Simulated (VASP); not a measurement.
A convergence study with VASP on Sr (fcc): one setting is varied, all else stays as given below, so the limit is that of these other settings.

```yaml
crystal:
  lattice:
    - [0.00000, 3.04000, 3.04000]
    - [3.04000, 0.00000, 3.04000]
    - [3.04000, 3.04000, 0.00000]
  atoms:
    - { symbol: Sr, position: [0.00000, 0.00000, 0.00000] }
```

Level of theory: PBE GGA, VASP's PBE PAW potentials (set 64) (plane waves; VASP). The tightest run used: 550 eV cut-off, 20×20×20 Γ-centred mesh, first-order Methfessel-Paxton smearing of 0.10 eV, potentials Sr_sv.

Question: The settings run are 1×1×1 mesh; 2×2×2 mesh; 3×3×3 mesh; 4×4×4 mesh; 5×5×5 mesh; 6×6×6 mesh; 7×7×7 mesh; 8×8×8 mesh; 9×9×9 mesh; 10×10×10 mesh; 11×11×11 mesh; 12×12×12 mesh; 13×13×13 mesh; 14×14×14 mesh; 15×15×15 mesh; 16×16×16 mesh; 17×17×17 mesh; 18×18×18 mesh; 19×19×19 mesh; 20×20×20 mesh. From which on does the stress (every component) stay within 0.5 GPa of the tightest run?

Answer: From 4×4×4 mesh on: it is off by 0.28 there and by no more than 0.5 in any finer run, while 3×3×3 mesh is off by 0.65.
```json
[
 {"setting": "1×1×1 mesh", "E (eV/atom)": "-5.9553", "pressure (GPa)": "-3.50", "irreducible k-points": "1", "difference judged (GPa)": "3.20"},
 {"setting": "2×2×2 mesh", "E (eV/atom)": "-1.6372", "pressure (GPa)": "-3.77", "irreducible k-points": "3", "difference judged (GPa)": "3.47"},
 {"setting": "3×3×3 mesh", "E (eV/atom)": "-1.5468", "pressure (GPa)": "0.35", "irreducible k-points": "4", "difference judged (GPa)": "0.65"},
 {"setting": "4×4×4 mesh", "E (eV/atom)": "-1.6752", "pressure (GPa)": "-0.02", "irreducible k-points": "8", "difference judged (GPa)": "0.28"},
 {"setting": "5×5×5 mesh", "E (eV/atom)": "-1.6504", "pressure (GPa)": "-0.40", "irreducible k-points": "10", "difference judged (GPa)": "0.10"},
 {"setting": "6×6×6 mesh", "E (eV/atom)": "-1.6094", "pressure (GPa)": "-0.28", "irreducible k-points": "16", "difference judged (GPa)": "0.02"},
 {"setting": "7×7×7 mesh", "E (eV/atom)": "-1.6354", "pressure (GPa)": "-0.25", "irreducible k-points": "20", "difference judged (GPa)": "0.05"},
 {"setting": "8×8×8 mesh", "E (eV/atom)": "-1.6411", "pressure (GPa)": "-0.34", "irreducible k-points": "29", "difference judged (GPa)": "0.04"},
 {"setting": "9×9×9 mesh", "E (eV/atom)": "-1.6332", "pressure (GPa)": "-0.32", "irreducible k-points": "35", "difference judged (GPa)": "0.02"},
 {"setting": "10×10×10 mesh", "E (eV/atom)": "-1.6338", "pressure (GPa)": "-0.29", "irreducible k-points": "47", "difference judged (GPa)": "0.01"},
 {"setting": "11×11×11 mesh", "E (eV/atom)": "-1.6369", "pressure (GPa)": "-0.30", "irreducible k-points": "56", "difference judged (GPa)": "0.00"},
 {"setting": "12×12×12 mesh", "E (eV/atom)": "-1.6344", "pressure (GPa)": "-0.31", "irreducible k-points": "72", "difference judged (GPa)": "0.01"},
 {"setting": "13×13×13 mesh", "E (eV/atom)": "-1.6349", "pressure (GPa)": "-0.29", "irreducible k-points": "84", "difference judged (GPa)": "0.01"},
 {"setting": "14×14×14 mesh", "E (eV/atom)": "-1.6361", "pressure (GPa)": "-0.29", "irreducible k-points": "104", "difference judged (GPa)": "0.01"},
 {"setting": "15×15×15 mesh", "E (eV/atom)": "-1.6354", "pressure (GPa)": "-0.30", "irreducible k-points": "120", "difference judged (GPa)": "0.00"},
 {"setting": "16×16×16 mesh", "E (eV/atom)": "-1.6351", "pressure (GPa)": "-0.30", "irreducible k-points": "145", "difference judged (GPa)": "0.00"},
 {"setting": "17×17×17 mesh", "E (eV/atom)": "-1.6356", "pressure (GPa)": "-0.30", "irreducible k-points": "165", "difference judged (GPa)": "0.00"},
 {"setting": "18×18×18 mesh", "E (eV/atom)": "-1.6356", "pressure (GPa)": "-0.30", "irreducible k-points": "195", "difference judged (GPa)": "0.00"},
 {"setting": "19×19×19 mesh", "E (eV/atom)": "-1.6354", "pressure (GPa)": "-0.30", "irreducible k-points": "220", "difference judged (GPa)": "0.00"},
 {"setting": "20×20×20 mesh", "E (eV/atom)": "-1.6354", "pressure (GPa)": "-0.30", "irreducible k-points": "256", "difference judged (GPa)": "0.00"}
]
```

Left out are rungs that failed or repeat a setting and relaxations that didn't move; long series are thinned to 24 rows.

The compound is Sr in the fcc structure. The cell was not relaxed at this level.
